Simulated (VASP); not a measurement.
# Be3Te2Se (P1) in VASP: relaxation of cell and atoms with PBE

Aim: the relaxation of cell and atoms of Be3Te2Se with PBE.

All numbers are computed with VASP 6.6.1; they aren't measurements. Logs are shortened: lines on timing, memory, paths and dates and some standing lists are left out, and cuts for length are marked.

**1. The crystal as given**

The typed cell holds 12 atoms: a = 6.660 Å, b = 6.756 Å, c = 6.271 Å, α = 88.91°, β = 90.53°, γ = 59.65°.

The cell was built by a generator and needn't be a form met in nature.

**2. Relaxation of cell and atoms, PBE**

File INCAR:

```
ALGO = Fast ; EDIFF = 1E-5
EDIFFG = -0.03 ; ENCUT = 520
GGA = PE ; IBRION = 2
ISIF = 3 ; ISMEAR = 0
ISYM = 0 ; LASPH = True
LCHARG = False ; LREAL = Auto
LWAVE = False ; NELM = 80
NSW = 110 ; PREC = Normal
SIGMA = 0.05
```

File KPOINTS:

```
k-points
0
Gamma
  3 3 3
```

File POSCAR:

```
Be3Te2Se
1.0
    5.7914678700     -3.2874508600     -0.0308131400
    5.8472331800      3.3841601600      0.0633565800
    0.0178798100      0.0897252900      6.2707541600
Be Te Se
6 4 2
Direct
    0.1519797700      0.5169802500      0.6120913900
    0.4905847400      0.8341505900      0.6163499600
    0.8560557300      0.1405512600      0.6349654200
    0.8260460500      0.4934486600      0.1164698100
    0.5170001800      0.1677810200      0.1145476800
    0.1384605400      0.8557101800      0.1390200700
    0.8446752900      0.4922574600      0.4969312400
    0.5061997600      0.1737560000      0.5150310600
    0.4976084900      0.8373263700      0.9959918200
    0.1716337600      0.5086268500      0.9959871600
    0.1461530000      0.8438861900      0.5131227500
    0.8407256000      0.1595489900      0.9876417200
```

Potentials or basis: VASP PAW PBE potentials, release 64 (Be, Te, Se).

On the command line:

```bash
$ cat potpaw_PBE.64/Be/POTCAR potpaw_PBE.64/Te/POTCAR potpaw_PBE.64/Se/POTCAR > POTCAR
$ mpirun -np 1 vasp_std > vasp.out
```

OUTCAR:

```text
EDIFF = 1E-5
   EDIFFG = -0.03
   ENCUT = 520
   GGA = PE
   IBRION = 2
   ISIF = 3
   ISMEAR = 0
   ISYM = 0
   LASPH = True
   LREAL = Auto
   NELM = 80
   NSW = 110
   PREC = Normal

 ion  position               nearest neighbor table
   1  0.152  0.517  0.612-   7 2.25  11 2.26  10 2.41   8 2.42
   2  0.491  0.834  0.616-  11 2.35   9 2.38   8 2.42   7 2.46
   3  0.856  0.141  0.635-  11 2.12  12 2.22   8 2.34   7 2.48
   4  0.826  0.493  0.116-   9 2.35  12 2.37   7 2.39  10 2.48
   5  0.517  0.168  0.115-  12 2.28  10 2.39   9 2.43   8 2.51
   6  0.138  0.856  0.139-  12 2.20  11 2.35  10 2.43   9 2.51
   7  0.845  0.492  0.497-   1 2.25   4 2.39   2 2.46   3 2.48
   8  0.506  0.174  0.515-   3 2.34   1 2.42   2 2.42   5 2.51
   9  0.498  0.837  0.996-   4 2.35   2 2.38   5 2.43   6 2.51
  10  0.172  0.509  0.996-   5 2.39   1 2.41   6 2.43   4 2.48
  11  0.146  0.844  0.513-   3 2.12   1 2.26   6 2.35   2 2.35
  12  0.841  0.160  0.988-   6 2.20   3 2.22   5 2.28   4 2.37

IMPORTANT INFORMATION: All symmetrisations will be switched off!
NOSYMM: (Re-)initialisation of all symmetry stuff for point group C_1.

----------------------------------------------------------------------------------------

                                     Primitive cell

  volume of cell :     243.3907

  direct lattice vectors                    reciprocal lattice vectors
     5.791467870 -3.287450860 -0.030813140     0.087166656 -0.150644342  0.001906961
     5.847233180  3.384160160  0.063356580     0.084687020  0.149214514 -0.002376509
     0.017879810  0.089725290  6.270754160    -0.000427317 -0.002247823  0.159503833

  length of vectors
     6.659533219  6.756233411  6.271421533     0.174055681  0.171588200  0.159520244

  position of ions in fractional coordinates (direct lattice)
     0.151979770  0.516980250  0.612091390
     0.490584740  0.834150590  0.616349960
     0.856055730  0.140551260  0.634965420
     0.826046050  0.493448660  0.116469810
     0.517000180  0.167781020  0.114547680
     0.138460540  0.855710180  0.139020070
     0.844675290  0.492257460  0.496931240
     0.506199760  0.173756000  0.515031060
     0.497608490  0.837326370  0.995991820
     0.171633760  0.508626850  0.995987160
     0.146153000  0.843886190  0.513122750
     0.840725600  0.159548990  0.987641720

  ion indices of the primitive-cell ions
   primitive index   ion index
                 1           1
                 2           2
                 3           3
                 4           4
                 5           5
                 6           6
                 7           7
                 8           8
                 9           9
                10          10
                11          11
                12          12

----------------------------------------------------------------------------------------

 KPOINTS: k-points

Automatic generation of k-mesh.
 Grid dimensions read from file:
 generate k-points for:    3    3    3

 Generating k-lattice:

  Cartesian coordinates                     Fractional coordinates (reciprocal lattice)
     0.029055552 -0.050214781  0.000635654     0.333333333 -0.000000000  0.000000000
     0.028229007  0.049738171 -0.000792170    -0.000000000  0.333333333  0.000000000
    -0.000142439 -0.000749274  0.053167944     0.000000000 -0.000000000  0.333333333

  Length of vectors
     0.058018560  0.057196067  0.053173415

  Shift w.r.t. Gamma in fractional coordinates (k-lattice)
     0.000000000  0.000000000  0.000000000

 Subroutine IBZKPT returns following result:
 ===========================================

 Found     14 irreducible k-points:

 Following reciprocal coordinates:
            Coordinates               Weight
  0.000000  0.000000  0.000000      1.000000
  0.333333  0.000000  0.000000      2.000000
 -0.000000  0.333333  0.000000      2.000000
  0.333333  0.333333 -0.000000      2.000000
 -0.333333  0.333333 -0.000000      2.000000
  0.000000  0.000000  0.333333      2.000000
  0.333333  0.000000  0.333333      2.000000
 -0.333333 -0.000000  0.333333      2.000000
  0.000000  0.333333  0.333333      2.000000
  0.333333  0.333333  0.333333      2.000000
 -0.333333  0.333333  0.333333      2.000000
 -0.000000 -0.333333  0.333333      2.000000
  0.333333 -0.333333  0.333333      2.000000
 -0.333333 -0.333333  0.333333      2.000000
   k-points           NKPTS =     14   k-points in BZ     NKDIM =     14   number of bands    NBANDS=     31
   number of dos      NEDOS =    301   number of ions     NIONS =     12
   total plane-waves  NPLWV =  57600
   dimension x,y,z NGX =    40 NGY =   40 NGZ =   36
   dimension x,y,z NGXF=    80 NGYF=   80 NGZF=   72
   ions per type =               6   4   2
   NGX,Y,Z   is equivalent  to a cutoff of   9.99,  9.84,  9.54 a.u.
   NGXF,Y,Z  is equivalent  to a cutoff of  19.97, 19.69, 19.09 a.u.
 SYSTEM =  unknown system
   PREC   = normal    normal or accurate (medium, high low for compatibility)
   ISTART =      0    job   : 0-new  1-cont  2-samecut
   ICHARG =      2    charge: 1-file 2-atom 10-const
   ISPIN  =      1    spin polarized calculation?
   LNONCOLLINEAR =      F non collinear calculations
   LSORBIT =      F    spin-orbit coupling
   LASPH  =      T    aspherical Exc in radial PAW
   ENCUT  =  520.0 eV  38.22 Ry    6.18 a.u.  12.38 12.56 11.66*2*pi/ulx,y,z
   NELM   =     80;   NELMIN=  2; NELMDL= -5     # of ELM steps
   EDIFF  = 0.1E-04   stopping-criterion for ELM
   LREAL  =      T    real-space projection
   EDIFFG = -.3E-01   stopping-criterion for IOM
   NSW    =    110    number of steps for IOM
   IBRION =      2    ionic relax: 0-MD 1-quasi-New 2-CG
   NFREE  =      1    steps in history (QN), initial steepest desc. (CG)
   ISIF   =      3    stress and relaxation
   ISYM   =      0    0-nonsym 1-usesym 2-fastsym
   POTIM  = 0.5000    time-step for ionic-motion
   TEBEG  =    0.0;   TEEND  =   0.0 temperature during run
   PSTRESS=    0.0 pullay stress
   NELECT =      48.0000    total number of electrons
   NUPDOWN=      -1.0000    fix difference up-down
   EMIN   =  10.00;   EMAX   =-10.00  energy-range for DOS
   EFERMI =   0.00;   METHOD = LEGACY
   ISMEAR =     0;   SIGMA  =   0.05  broadening in eV -4-tet -1-fermi 0-gaus
   EFERMI_NEDOS =   21; number of points for ismear=-14 and -15
   IALGO  =     68    algorithm
   IMIX   =      4    mixing-type and parameters
     AMIX     =   0.40;   BMIX     =  1.00
     AMIX_MAG =   1.60;   BMIX_MAG =  1.00
  volume/ion in A,a.u.               =      20.28       136.87
  Fermi-wavevector in a.u.,A,eV,Ry     =   0.952914  1.800747 12.354716  0.908046
  Thomas-Fermi vector in A             =   2.081521
   LORBIT       =      0    0 simple, 1 ext, 2 COOP (PROOUT), +10 PAW based schemes
   GGA     = PE    functional components
   LHFCALC =     F    Hartree Fock is set to
   AEXX    =    0.0000 exact exchange contribution
   IVDW    =     0    specifies the selected vdW correction
   LEPSILON=     F    determine dielectric tensor
   LRPA    =     F    only Hartree local field effects (RPA)
 conjugate gradient relaxation of ions
 non-spin polarized calculation
 RMM-DIIS sequential band-by-band and
 Gauss-broadening in eV      SIGMA  =   0.05
  energy-cutoff  :      520.00
  volume of cell :      243.39
 maximum number of plane-waves:      6573
   NGX = 25   NGY = 25   NGZ = 23

--------------------------------------- Ionic step        1  -------------------------------------------

 number of electron      47.9999996 magnetization

 Free energy of the ion-electron system (eV)
  ---------------------------------------------------
  ext. energy  EPLUGINS =         0.00000000
  ---------------------------------------------------
  free energy    TOTEN  =       -47.41289268 eV

  energy without entropy =      -47.41289268  energy(sigma->0) =      -47.41289268

------------------------ aborting loop because EDIFF is reached ----------------------------------------

  FORCE on cell =-STRESS in cart. coord.  units (eV):
  Direction    XX          YY          ZZ          XY          YZ          ZX
  --------------------------------------------------------------------------------------
  -------------------------------------------------------------------------------------
  Total        2.0883729      4.1570822      5.2489661     -1.7109053     -2.1916244      0.5227504
  in kB       13.7472138     27.3649872     34.5525740    -11.2624431    -14.4268916      3.4411293
  external PRESSURE =      25.2215917 kB  Pullay stress =       0.0000000 kB
[... 119 lines left out ...]
  FREE ENERGIE OF THE ION-ELECTRON SYSTEM (eV)
  ---------------------------------------------------
  free  energy   TOTEN  =       -47.8326658764 eV

  energy  without entropy=      -47.8326658764  energy(sigma->0) =      -47.83266588

[... ionic steps 4 to 11 ...]

--------------------------------------- Ionic step       12  -------------------------------------------

 number of electron      47.9999995 magnetization

------------------------ aborting loop because EDIFF is reached ----------------------------------------

  FORCE on cell =-STRESS in cart. coord.  units (eV):
  Direction    XX          YY          ZZ          XY          YZ          ZX
  --------------------------------------------------------------------------------------
  -------------------------------------------------------------------------------------
  Total        0.0591776      0.0694174      0.0301477      0.0631846      0.0262306     -0.0049165
  in kB        0.3787805      0.4443227      0.1929673      0.4044279      0.1678954     -0.0314694
  external PRESSURE =       0.3386902 kB  Pullay stress =       0.0000000 kB
[... 77 lines left out ...]
  energy  without entropy=      -47.9182368626  energy(sigma->0) =      -47.91823686

--------------------------------------- Ionic step       14  -------------------------------------------

 number of electron      47.9999995 magnetization

 Free energy of the ion-electron system (eV)
  ---------------------------------------------------
  ext. energy  EPLUGINS =         0.00000000
  ---------------------------------------------------
  free energy    TOTEN  =       -47.91852887 eV

  energy without entropy =      -47.91852887  energy(sigma->0) =      -47.91852887

 E-fermi :   4.8062     XC(G=0):  -9.1036

 val. band max:        4.5354805729   @ k =   0.0000   0.0000   0.0000
 cond. band min:       7.0202967502   @ k =  -0.3333   0.3333   0.3333
 fundamental gap:      2.4848161773
 Fermi energy:         4.8061825627

 k-point     1 :       0.0000    0.0000    0.0000
  band No.  band energies     occupation
      1      -8.8316      2.00000
      2      -8.2722      2.00000
      3      -6.8540      2.00000
      4      -6.1103      2.00000
      5      -5.7878      2.00000
      6      -5.7873      2.00000
[... 504 lines left out ...]
  FREE ENERGIE OF THE ION-ELECTRON SYSTEM (eV)
  ---------------------------------------------------
  free  energy   TOTEN  =       -47.9185288662 eV

  energy  without entropy=      -47.9185288662  energy(sigma->0) =      -47.91852887

 reached required accuracy - stopping structural energy minimisation
```

Run time: 6.4 min. Hardware: 1 thread of Intel Xeon Platinum 8488C (Sapphire Rapids), shared host; peak memory 0.27 GiB.

What came out:

* Free energy: -47.9185 eV
* Relaxed volume: 20.89 Å³/atom
* Relaxed cell: a = 6.726 Å, b = 6.728 Å, c = 6.401 Å, α = 90.01°, β = 89.99°, γ = 59.90°
* Space group after relaxing (to 0.05 Å): Cmc2_1 (No. 36)
* Energy gained by relaxing: 42.1 meV/atom
* Ionic steps: 14
* Pressure after relaxing: 0.0 GPa
* Largest force after relaxing: 0.030 eV/Å
* Band gap on the k mesh: 2.48 eV, indirect (least direct gap 2.62 eV)

Forces on the atoms (eV/Å):
```
Be   0.000  0.014  0.006
Be   0.029  0.006 -0.001
Be   0.008  0.000  0.004
Be  -0.001 -0.011  0.003
Be   0.002 -0.007 -0.001
Be  -0.013 -0.003 -0.001
Te   0.000 -0.001 -0.010
Te  -0.011  0.012  0.007
Te  -0.006  0.006 -0.004
Te  -0.005 -0.018 -0.002
Se  -0.004 -0.006  0.003
Se  -0.001  0.008 -0.003
```

The path:
| step | energy change (eV) | largest force (eV/Å) | pressure (GPa) | volume (Å³) |
| --- | --- | --- | --- | --- |
| 1 | 0.0000 | 1.4912 | 2.52 | 243.39 |
| 2 | -0.4151 | 0.5369 | -0.92 | 254.77 |
| 3 | -0.4198 | 0.4505 | -1.28 | 256.21 |
| 4 | -0.4846 | 0.2384 | -0.15 | 251.27 |
| 5 | -0.4897 | 0.2044 | 0.19 | 249.62 |
| 6 | -0.4897 | 0.1996 | 0.28 | 249.37 |
| 7 | -0.4988 | 0.0920 | 0.12 | 250.11 |
| 8 | -0.5000 | 0.1257 | -0.09 | 250.85 |
| 9 | -0.5005 | 0.1091 | -0.03 | 250.60 |
| 10 | -0.5033 | 0.0663 | -0.03 | 250.63 |
| 11 | -0.5042 | 0.0667 | -0.05 | 250.65 |
| 12 | -0.5052 | 0.0440 | 0.03 | 250.31 |
| 13 | -0.5053 | 0.0365 | 0.09 | 250.14 |
| 14 | -0.5056 | 0.0298 | -0.03 | 250.64 |

Final structure:
```xyz
12
Lattice="5.8283 -3.3579 0.0013 5.8295 3.3594 -0.0003 -0.0003 -0.0013 6.4014" Properties=species:S:1:pos:R:3 pbc="T T T"
Be    4.0089    1.1975    3.9416
Be    7.6525    1.1998    3.9434
Be    5.8315   -2.3568    4.1078
Be    7.6614   -1.1775    0.7427
Be    4.0109   -1.1776    0.7423
Be    5.8396    2.3808    0.9066
Te    7.7463   -1.1285    3.1904
Te    3.9170   -1.1302    3.1887
Te    7.7494    1.1468    6.3898
Te    3.9239    1.1485    6.3898
Se    5.8326    2.2902    3.1972
Se    5.8357   -2.2686    6.3994
```

Caveat: spin-orbit coupling is left out, which moves the levels of the heavy elements; an odd mesh through Γ misses points on the zone boundary, where band edges often lie.
